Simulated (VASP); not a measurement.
Energy against volume of Li2S (antifluorite). All values below come from revTPSS meta-GGA, VASP's PBE PAW potentials (set 64) (plane waves; VASP). Run with 520 eV cut-off, 7×7×7 Γ-centred mesh, Gaussian smearing of 0.050 eV, potentials Li_sv S.

```
V (Å³/atom)  E (eV/atom)
-----------  -----------
14.204          -4.91401
14.657          -4.92277
15.111          -4.92698
15.564          -4.92754
```

Task: Fit these four points and predict the energy of the run at 16.017 Å³/atom.

Result: A cubic in V^(−2/3), the third-order Birch-Murnaghan form, passes through the four points with V0 = 15.41 Å³/atom and B0 = 37 GPa, and gives -4.9252 eV/atom there. The run gave -4.9248 eV/atom, +0.5 meV/atom from the fit; all five points give B0 = 41 GPa.

The compound is Li2S in the antifluorite structure. It was relaxed first.
